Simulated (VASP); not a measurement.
Here is a VASP 6.6.1 calculation.

File POSCAR:

```
B2C
1.0
    6.0335820000     -1.9402000000      0.0000000000
    6.0335820000      1.9402000000      0.0000000000
   -0.2835600000      0.0000000000      3.8585000000
B C
8 4
Direct
    0.3088970000      0.5880600000      0.1692590000
    0.6746220000      0.1927910000      0.7909040000
    0.8072090000      0.3253780000      0.2090960000
    0.4119400000      0.6911030000      0.8307410000
    0.3440000000      0.2915590000      0.9745530000
    0.7082790000      0.8965710000      0.5844240000
    0.7084410000      0.6560000000      0.0254470000
    0.1034290000      0.2917210000      0.4155760000
    0.0336040000      0.9663960000      0.0000000000
    0.5312020000      0.4687980000      0.5000000000
    0.4799370000      0.0166980000      0.2496360000
    0.9833020000      0.5200630000      0.7503640000
```

File INCAR.step1:

```
SYSTEM = B2C
ALGO = Fast
EDIFF = 1E-8
EDIFFG = -0.002
ENCUT = 520
GGA = PE
IBRION = 2
ISIF = 3
ISMEAR = 0
KPAR = 8
LASPH = .True.
LCHARG = .False.
LREAL = .False.
LWAVE = .False.
NELM = 100
NSW = 40
PREC = Accurate
SIGMA = 0.1
```

INCAR.step2

```
SYSTEM = B2C
ALGO = Fast
EDIFF = 1E-8
ENCUT = 520
GGA = PE
IBRION = 6
ISIF = 2
ISMEAR = 0
KPAR = 8
LASPH = .True.
LCHARG = .False.
LREAL = .False.
LWAVE = .False.
NELM = 100
NFREE = 2
NSW = 1
POTIM = 0.015
PREC = Accurate
SIGMA = 0.1
```

KPOINTS

```
k-points
0
Gamma
  6 6 6
  0 0 0
```

Potentials or basis: VASP PAW PBE potentials, release 64 (B, C).

Run with:

```console
$ cat potpaw_PBE.64/B/POTCAR potpaw_PBE.64/C/POTCAR > POTCAR
$ cp INCAR.step1 INCAR
$ mpirun -np 8 vasp_std > vasp.out
$ cp CONTCAR POSCAR
$ cp INCAR.step2 INCAR
$ mpirun -np 8 vasp_std > vasp.out
```

Q: Estimate the highest phonon frequency at Γ, LO-TO splitting left out.

A: 1197 cm⁻¹.

Phonon frequencies in cm⁻¹ (negative: imaginary):
| q point | frequencies |
| --- | --- |
| (0.000, 0.000, 0.000) | 0 0 0 247 249 347 352 396 397 421 465 473 490 503 546 552 558 580 582 642 663 694 741 767 826 859 868 878 904 971 972 981 1066 1077 1150 1197 |
